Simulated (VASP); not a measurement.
# HfO2 (P4_2/nmc) in VASP: further runs

The runs below take HfO2 through phonons, with LDA.

All numbers are computed with VASP 6.6.1; they aren't measurements. Logs are shortened: lines on timing, memory, paths and dates and some standing lists are left out, and cuts for length are marked.

## Step 1: The crystal as given

The structure is tetragonal, space group P4_2/nmc (No. 137). Conventional cell: a = 3.547 Å, b = 3.547 Å, c = 5.104 Å, α = 90.00°, β = 90.00°, γ = 90.00°. Hf (site symmetry -4m2) is surrounded by 8 O at 2.05 to 2.34 Å. O (site symmetry 2mm) has 4 Hf at 2.05 to 2.34 Å as nearest neighbours.

Measurements of this composition are mostly on another form, of space group No. 14.

## Step 2: Phonons, LDA

POSCAR

```
HfO2
1.0
    3.5474126044      0.0000000000      0.0000000000
    0.0000000000      3.5474126044      0.0000000000
    0.0000000000      0.0000000000      5.1041661472
  Hf              O
     2     4
Direct
     0.5000000000000000    0.5000000000000000    0.5000000000000000
     0.0000000000000000    0.0000000000000000    0.0000000000000000
     0.0000000000000000    0.5000000000000000    0.7021540791327702
     0.5000000000000000    0.0000000000000000    0.7978459208672298
     0.5000000000000000    0.0000000000000000    0.2978459208672298
     1.0000000000000000    0.5000000000000000    0.2021540791327701
```

INCAR.step1

```
SYSTEM = HfO2
PREC = Accurate
ENCUT = 600
EDIFF = 1E-8
ISMEAR = -1
SIGMA = 0.05
LREAL = .False.
LASPH = .True.
NELM = 60
ALGO = Fast
ISIF = 2
LWAVE = .False.
LCHARG = .False.
KPAR = 8
IBRION = 2
NSW = 40
EDIFFG = -0.002
```

INCAR.step2

```
SYSTEM = HfO2
PREC = Accurate
ENCUT = 600
EDIFF = 1E-8
ISMEAR = -1
SIGMA = 0.05
LREAL = .False.
LASPH = .True.
NELM = 60
ALGO = Fast
ISIF = 2
LWAVE = .False.
LCHARG = .False.
KPAR = 8
IBRION = 8
NSW = 1
LEPSILON = .True.
```

KPOINTS

```
regular mesh
0
Gamma
  6 6 4
  0 0 0
```

Potentials or basis: VASP PAW LDA potentials, release 64 (Hf_pv, O).

Command:

```sh
> cat potpaw_LDA.64/Hf_pv/POTCAR potpaw_LDA.64/O/POTCAR > POTCAR
> cp INCAR.step1 INCAR
> mpirun -np 8 vasp_std > vasp.out
> cp CONTCAR POSCAR
> cp INCAR.step2 INCAR
> mpirun -np 8 vasp_std > vasp.out
```

OUTCAR:

```text
SYSTEM = HfO2
   PREC = Accurate
   ENCUT = 600
   EDIFF = 1E-8
   ISMEAR = -1
   LREAL = .False.
   LASPH = .True.
   NELM = 60
   ISIF = 2
   IBRION = 8
   NSW = 1
   LEPSILON = .True.

 ion  position               nearest neighbor table
   1  0.500  0.500  0.500-   3 2.05   5 2.05   5 2.05   3 2.05   4 2.34   4 2.34   6 2.34   6 2.34
                             2 3.58   2 3.58   2 3.58   2 3.58   2 3.58   2 3.58   2 3.58   2 3.58
   2  0.000  0.000  0.000-   4 2.05   6 2.05   6 2.05   4 2.05   3 2.34   5 2.34   3 2.34   5 2.34
                             1 3.58   1 3.58   1 3.58   1 3.58   1 3.58   1 3.58   1 3.58   1 3.58
   3  0.000  0.500  0.702-   1 2.05   1 2.05   2 2.34   2 2.34
   4  0.500  0.000  0.798-   2 2.05   2 2.05   1 2.34   1 2.34
   5  0.500  0.000  0.298-   1 2.05   1 2.05   2 2.34   2 2.34
   6  0.000  0.500  0.202-   2 2.05   2 2.05   1 2.34   1 2.34

  LATTYP: Found a simple tetragonal cell.
 ALAT       =     3.5474126044
 C/A-ratio  =     1.4388419720

  Lattice vectors:

 A1 = (   3.5474126044,   0.0000000000,   0.0000000000)
 A2 = (   0.0000000000,   3.5474126044,   0.0000000000)
 A3 = (   0.0000000000,   0.0000000000,   5.1041661472)

Analysis of symmetry for initial positions (statically):
=====================================================================
 Subroutine PRICEL returns:
 Original cell was already a primitive cell.

 Routine SETGRP: Setting up the symmetry group for a
 simple tetragonal supercell.

 Subroutine GETGRP returns: Found 16 space group operations
 (whereof  8 operations were pure point group operations)
 out of a pool of 16 trial point group operations.

The static configuration has the point symmetry D_2d.
 The point group associated with its full space group is D_4h.

Analysis of symmetry for dynamics (positions and initial velocities):
=====================================================================
 Subroutine PRICEL returns:
 Original cell was already a primitive cell.

 Routine SETGRP: Setting up the symmetry group for a
 simple tetragonal supercell.

 Subroutine GETGRP returns: Found 16 space group operations
 (whereof  8 operations were pure point group operations)
 out of a pool of 16 trial point group operations.

The dynamic configuration has the point symmetry D_2d.
 The point group associated with its full space group is D_4h.

 Subroutine INISYM returns: Found 16 space group operations
 (whereof  8 operations are pure point group operations),
 and found     1 'primitive' translations

----------------------------------------------------------------------------------------

[... 956 lines left out ...]
  x     0.00000     0.00000     0.00000     0.00000     0.00000     0.00000
  y     0.00000    -0.00000    -0.00000     0.00000     0.00000     0.00000
  z     0.00000     0.00000     0.00000     0.00000     0.00000     0.00000

 PIEZOELECTRIC TENSOR (including local field effects)  for field in x, y, z        (C/m^2)
          XX          YY          ZZ          XY          YZ          ZX
  --------------------------------------------------------------------------------
  x     0.00000     0.00000     0.00000     0.00000     0.00000     0.00000
  y     0.00000    -0.00000    -0.00000     0.00000     0.00000     0.00000
  z     0.00000     0.00000     0.00000     0.00000     0.00000     0.00000

 BORN EFFECTIVE CHARGES (including local field effects) (in |e|, cummulative output)
 ---------------------------------------------------------------------------------
 ion    1
    1     5.53793     0.00000    -0.00000
    2     0.00000     5.53793     0.00000
    3     0.00000     0.00000     4.85525
 ion    2
    1     5.53793     0.00000     0.00000
    2     0.00000     5.53793     0.00000
    3     0.00000     0.00000     4.85525
 ion    3
    1    -3.40378     0.00000    -0.00000
    2     0.00000    -2.13415     0.00000
    3     0.00000     0.00000    -2.42762
 ion    4
    1    -3.40378     0.00000    -0.00000
    2     0.00000    -2.13415     0.00000
    3     0.00000     0.00000    -2.42762
 ion    5
    1    -2.13415     0.00000     0.00000
    2     0.00000    -3.40378     0.00000
    3     0.00000     0.00000    -2.42762
 ion    6
    1    -2.13415     0.00000     0.00000
    2     0.00000    -3.40378     0.00000
    3     0.00000     0.00000    -2.42762

 INTERNAL STRAIN TENSOR FOR ION    6 for displacements in x,y,z  (eV/Angst):
          X           Y           Z          XY          YZ          ZX
  --------------------------------------------------------------------------------
  x     0.00000     0.00000     0.00000     0.00000     0.00000     3.57671
  y     0.00000     0.00000     0.00000     0.00000   -10.51926     0.00000
  z     4.63406   -11.79994    -8.38420     0.00000     0.00000     0.00000

 SECOND DERIVATIVES (NOT SYMMETRIZED)
 ------------------------------------
               1X          1Y          1Z          2X          2Y          2Z          3X          3Y          3Z          4X          4Y          4Z          5X          5Y          5Z          6X          6Y          6Z
  1X   -10.237415    0.000000    0.000000    0.564075    0.000000    0.000000    9.443667    0.000000    0.000000    0.929371    0.000000    0.000000    1.452114    0.000000    0.000000   -2.151811    0.000000    0.000000
  1Y     0.000000  -10.237415    0.000000    0.000000    0.564075    0.000000    0.000000    1.452114    0.000000    0.000000   -2.151811    0.000000    0.000000    9.443667    0.000000    0.000000    0.929371    0.000000
  1Z     0.000000    0.000000  -25.466906    0.000000    0.000000   15.294487    0.000000    0.000000    6.362239    0.000000    0.000000   -1.276029    0.000000    0.000000    6.362239    0.000000    0.000000   -1.276029
  2X     0.564075    0.000000    0.000000  -10.237415    0.000000    0.000000    0.929371    0.000000    0.000000    9.443667    0.000000    0.000000   -2.151811    0.000000    0.000000    1.452114    0.000000    0.000000
  2Y     0.000000    0.564075    0.000000    0.000000  -10.237415    0.000000    0.000000   -2.151811    0.000000    0.000000    1.452114    0.000000    0.000000    0.929371    0.000000    0.000000    9.443667    0.000000
  2Z     0.000000    0.000000   15.294487    0.000000    0.000000  -25.466906    0.000000    0.000000   -1.276029    0.000000    0.000000    6.362239    0.000000    0.000000   -1.276029    0.000000    0.000000    6.362239
  3X     9.446831    0.000000    0.000000    0.936096    0.000000    0.000000  -18.981794    0.000000    0.000000    7.320547    0.000000    0.000000    0.333786    0.000000    0.000000    0.944535    0.000000    0.000000
  3Y     0.000000    1.461078    0.000000    0.000000   -2.147088    0.000000    0.000000   -6.331888    0.000000    0.000000    5.740902    0.000000    0.000000    0.333010    0.000000    0.000000    0.943986    0.000000
  3Z     0.000000    0.000000    6.354383    0.000000    0.000000   -1.276864    0.000000    0.000000  -14.287187    0.000000    0.000000   -1.285712    0.000000    0.000000    1.298817    0.000000    0.000000    9.196563
  4X     0.936096    0.000000    0.000000    9.446831    0.000000    0.000000    7.320547    0.000000    0.000000  -18.981794    0.000000    0.000000    0.944535    0.000000    0.000000    0.333786    0.000000    0.000000
  4Y     0.000000   -2.147088    0.000000    0.000000    1.461078    0.000000    0.000000    5.740902    0.000000    0.000000   -6.331888    0.000000    0.000000    0.943986    0.000000    0.000000    0.333010    0.000000
  4Z     0.000000    0.000000   -1.276864    0.000000    0.000000    6.354383    0.000000    0.000000   -1.285712    0.000000    0.000000  -14.287187    0.000000    0.000000    9.196563    0.000000    0.000000    1.298817
  5X     1.461078    0.000000    0.000000   -2.147088    0.000000    0.000000    0.333010    0.000000    0.000000    0.943986    0.000000    0.000000   -6.331888    0.000000    0.000000    5.740902    0.000000    0.000000
  5Y     0.000000    9.446831    0.000000    0.000000    0.936096    0.000000    0.000000    0.333786    0.000000    0.000000    0.944535    0.000000    0.000000  -18.981794    0.000000    0.000000    7.320547    0.000000
  5Z     0.000000    0.000000    6.354383    0.000000    0.000000   -1.276864    0.000000    0.000000    1.298817    0.000000    0.000000    9.196563    0.000000    0.000000  -14.287187    0.000000    0.000000   -1.285712
  6X    -2.147088    0.000000    0.000000    1.461078    0.000000    0.000000    0.943986    0.000000    0.000000    0.333010    0.000000    0.000000    5.740902    0.000000    0.000000   -6.331888    0.000000    0.000000
  6Y     0.000000    0.936096    0.000000    0.000000    9.446831    0.000000    0.000000    0.944535    0.000000    0.000000    0.333786    0.000000    0.000000    7.320547    0.000000    0.000000  -18.981794    0.000000
  6Z     0.000000    0.000000   -1.276864    0.000000    0.000000    6.354383    0.000000    0.000000    9.196563    0.000000    0.000000    1.298817    0.000000    0.000000   -1.285712    0.000000    0.000000  -14.287187

 Eigenvectors and eigenvalues of the dynamical matrix
 ----------------------------------------------------

   1 f  =   20.154039 THz   126.631559 2PiTHz  672.266366 cm-1    83.350369 meV
             X         Y         Z           dx          dy          dz
      1.773706  1.773706  2.552083    -0.071358   -0.000009    0.000000
      0.000000  0.000000  0.000000     0.071358    0.000009   -0.000000
      0.000000  1.773706  3.583911     0.702632    0.000004   -0.000000
      1.773706  0.000000  4.072338    -0.702632   -0.000004   -0.000000
      1.773706  0.000000  1.520255     0.034869    0.000086    0.000000
      0.000000  1.773706  1.031828    -0.034869   -0.000086    0.000000
[... 145 lines left out ...]
  18 f/i=    0.011062 THz     0.069502 2PiTHz    0.368975 cm-1     0.045747 meV
             X         Y         Z           dx          dy          dz
      1.773706  1.773706  2.552083     0.581474   -0.294924    0.000000
      0.000000  0.000000  0.000000     0.581474   -0.294924    0.000000
      0.000000  1.773706  3.583911     0.173722   -0.086968    0.000000
      1.773706  0.000000  4.072338     0.173722   -0.086968    0.000000
      1.773706  0.000000  1.520255     0.171467   -0.088112    0.000000
      0.000000  1.773706  1.031828     0.171467   -0.088112    0.000000

--------------------------------------------------------------------------------------------------------

 MACROSCOPIC STATIC DIELECTRIC TENSOR IONIC CONTRIBUTION
 ------------------------------------------------------
          85.083315    -0.000000    -0.000000
          -0.000000    85.083315     0.000000
          -0.000000     0.000000    13.064513
 ------------------------------------------------------

 ELASTIC MODULI CONTR FROM IONIC RELAXATION (kBar)
 Direction    XX          YY          ZZ          XY          YZ          ZX
 --------------------------------------------------------------------------------
 XX        -793.4227    291.4908   -587.2678      0.0000      0.0000     -0.0000
 YY         291.4908   -793.4227   -587.2678      0.0000      0.0000      0.0000
 ZZ        -587.2678   -587.2678  -1374.2242      0.0000      0.0000      0.0000
 XY           0.0000      0.0000      0.0000      0.0000      0.0000      0.0000
 YZ           0.0000      0.0000      0.0000      0.0000   -689.6141     -0.0000
 ZX          -0.0000      0.0000      0.0000      0.0000     -0.0000   -705.9369
 --------------------------------------------------------------------------------

 PIEZOELECTRIC TENSOR IONIC CONTR  for field in x, y, z        (C/m^2)
          XX          YY          ZZ          XY          YZ          ZX
  --------------------------------------------------------------------------------
  x    -0.00000     0.00000    -0.00000     0.00000     0.00000    -0.00000
  y    -0.00000    -0.00000    -0.00000     0.00000     0.00000    -0.00000
  z    -0.00000     0.00000     0.00000     0.00000     0.00000     0.00000
```

It took 2.6 min on 8 MPI ranks of Intel Xeon Platinum 8559C (Emerald Rapids), shared host; peak memory 0.57 GiB.

Results:

- Electronic dielectric tensor (diagonal): 5.32, 5.32, 4.82
- Born charges (mean of the diagonal): Hf +5.31; O -2.66 e
- Highest phonon frequency at Γ, LO-TO splitting left out: 672 cm⁻¹

Phonon frequencies in cm⁻¹ (negative: imaginary):
```
              q point                                                      frequencies
(0.000, 0.000, 0.000)  0 0 0 91 91 103 103 228 295 319 454 454 463 463 604 666 672 672
```

Electronic dielectric tensor:
```
5.32 0.00 0.00
0.00 5.32 0.00
0.00 0.00 4.82
```

Born effective charge tensors (e):
atom 1, Hf
```
5.54 0.00 0.00
0.00 5.54 0.00
0.00 0.00 4.86
```
atom 2, Hf
```
5.54 0.00 0.00
0.00 5.54 0.00
0.00 0.00 4.86
```
atom 3, O
```
-3.40  0.00  0.00
 0.00 -2.13  0.00
 0.00  0.00 -2.43
```
atom 4, O
```
-3.40  0.00  0.00
 0.00 -2.13  0.00
 0.00  0.00 -2.43
```
atom 5, O
```
-2.13  0.00  0.00
 0.00 -3.40  0.00
 0.00  0.00 -2.43
```
atom 6, O
```
-2.13  0.00  0.00
 0.00 -3.40  0.00
 0.00  0.00 -2.43
```

## Step 3: Phonons, LDA

This run uses another cell than the first one, of 10.60 Å³/atom, 0.990 times its volume.

POSCAR

```
HfO2
1.0
    3.5361737592      0.0000000000      0.0000000000
    0.0000000000      3.5361737592      0.0000000000
    0.0000000000      0.0000000000      5.0878575565
  Hf              O
     2     4
Direct
     0.5000000000000000    0.5000000000000000    0.5000000000000000
     0.0000000000000000    0.0000000000000000    0.0000000000000000
     0.0000000000000000    0.5000000000000000    0.7041997967304160
     0.5000000000000000    0.0000000000000000    0.7958002032695840
     0.5000000000000000    0.0000000000000000    0.2958002032695840
     0.0000000000000000    0.5000000000000000    0.2041997967304160
```

INCAR.step1

```
ALGO     = Normal         # electronic algorithm
EDIFF    = 1E-8           # SCF threshold, eV
EDIFFG   = -0.002         # ionic threshold
ENCUT    = 600            # plane-wave cutoff, eV
IBRION   = 2              # ionic algorithm
ISIF     = 2              # what is computed and relaxed
ISMEAR   = -1             # smearing method
KPAR     = 8            
LASPH    = True           # aspherical terms in the spheres
LCHARG   = False          # write CHGCAR
LREAL    = False          # projectors in reciprocal space
LWAVE    = False          # write WAVECAR
NELM     = 80             # most SCF steps
NSW      = 40             # ionic steps
PREC     = Accurate       # precision mode
SIGMA    = 0.05           # smearing width, eV
```

INCAR.step2

```
ALGO     = Normal         # electronic algorithm
EDIFF    = 1E-8           # SCF threshold, eV
ENCUT    = 600            # plane-wave cutoff, eV
IBRION   = 8              # ionic algorithm
ISIF     = 2              # what is computed and relaxed
ISMEAR   = -1             # smearing method
KPAR     = 8            
LASPH    = True           # aspherical terms in the spheres
LCHARG   = False          # write CHGCAR
LEPSILON = True           # dielectric tensor by DFPT
LREAL    = False          # projectors in reciprocal space
LWAVE    = False          # write WAVECAR
NELM     = 80             # most SCF steps
NSW      = 1              # ionic steps
PREC     = Accurate       # precision mode
SIGMA    = 0.05           # smearing width, eV
```

KPOINTS

```
k-points
0
Gamma
  6 6 4
```

Potentials or basis: VASP PAW LDA potentials, release 64 (Hf_pv, O).

Command:

```sh
> cat potpaw_LDA.64/Hf_pv/POTCAR potpaw_LDA.64/O/POTCAR > POTCAR
> cp INCAR.step1 INCAR
> mpirun -np 8 vasp_std > vasp.out
> cp CONTCAR POSCAR
> cp INCAR.step2 INCAR
> mpirun -np 8 vasp_std > vasp.out
```

OUTCAR:

```text
EDIFF = 1E-8
   ENCUT = 600
   IBRION = 8
   ISIF = 2
   ISMEAR = -1
   LASPH = True
   LEPSILON = True
   LREAL = False
   NELM = 80
   NSW = 1
   PREC = Accurate

 ion  position               nearest neighbor table
   1  0.500  0.500  0.500-   3 2.05   5 2.05   5 2.05   3 2.05   4 2.32   4 2.32   6 2.32   6 2.32
                             2 3.57   2 3.57   2 3.57   2 3.57   2 3.57   2 3.57   2 3.57   2 3.57
   2  0.000  0.000  0.000-   4 2.05   6 2.05   6 2.05   4 2.05   3 2.32   5 2.32   3 2.32   5 2.32
                             1 3.57   1 3.57   1 3.57   1 3.57   1 3.57   1 3.57   1 3.57   1 3.57
   3  0.000  0.500  0.704-   1 2.05   1 2.05   2 2.32   2 2.32
   4  0.500  0.000  0.796-   2 2.05   2 2.05   1 2.32   1 2.32
   5  0.500  0.000  0.296-   1 2.05   1 2.05   2 2.32   2 2.32
[... 1236 lines left out ...]

 MACROSCOPIC STATIC DIELECTRIC TENSOR IONIC CONTRIBUTION
 ------------------------------------------------------
          66.089696     0.000000     0.000000
           0.000000    66.089696     0.000000
           0.000000     0.000000    13.160314
 ------------------------------------------------------

 ELASTIC MODULI CONTR FROM IONIC RELAXATION (kBar)
 Direction    XX          YY          ZZ          XY          YZ          ZX
 --------------------------------------------------------------------------------
 XX        -790.1208    308.6076   -575.2531      0.0000      0.0000     -0.0000
 YY         308.6076   -790.1208   -575.2531      0.0000     -0.0000      0.0000
 ZZ        -575.2531   -575.2531  -1374.4845      0.0000     -0.0000      0.0000
 XY           0.0000      0.0000      0.0000      0.0000      0.0000      0.0000
 YZ           0.0000     -0.0000     -0.0000      0.0000   -675.3900     -0.0000
 ZX          -0.0000      0.0000      0.0000      0.0000     -0.0000   -690.5964
 --------------------------------------------------------------------------------

 PIEZOELECTRIC TENSOR IONIC CONTR  for field in x, y, z        (C/m^2)
          XX          YY          ZZ          XY          YZ          ZX
  --------------------------------------------------------------------------------
  x     0.00000    -0.00000     0.00000     0.00000     0.00000    -0.00000
  y    -0.00000     0.00000     0.00000     0.00000     0.00000     0.00000
  z     0.00000     0.00000     0.00000     0.00000     0.00000     0.00000
```

Wall time 2.1 min (8 MPI ranks of Intel Xeon 6975P-C (Granite Rapids), shared host); peak memory 0.58 GiB.

What came out:

* Electronic dielectric tensor (diagonal): 5.32, 5.32, 4.86
* Born charges (mean of the diagonal): Hf +5.32; O -2.66 e
* Highest phonon frequency at Γ, LO-TO splitting left out: 679 cm⁻¹

Phonon frequencies in cm⁻¹ (negative: imaginary):
| q point | frequencies |
| --- | --- |
| (0.000, 0.000, 0.000) | 0 0 0 106 106 106 106 233 291 323 464 464 467 467 610 674 679 679 |

Electronic dielectric tensor:
```
5.32 0.00 0.00
0.00 5.32 0.00
0.00 0.00 4.86
```

Born effective charge tensors (e):
atom 1, Hf
```
5.53 0.00 0.00
0.00 5.53 0.00
0.00 0.00 4.90
```
atom 2, Hf
```
5.53 0.00 0.00
0.00 5.53 0.00
0.00 0.00 4.90
```
atom 3, O
```
-3.38  0.00  0.00
 0.00 -2.16  0.00
 0.00  0.00 -2.45
```
atom 4, O
```
-3.38  0.00  0.00
 0.00 -2.16  0.00
 0.00  0.00 -2.45
```
atom 5, O
```
-2.16  0.00  0.00
 0.00 -3.38  0.00
 0.00  0.00 -2.45
```
atom 6, O
```
-2.16  0.00  0.00
 0.00 -3.38  0.00
 0.00  0.00 -2.45
```

(Part 1 of 2 ends here.)
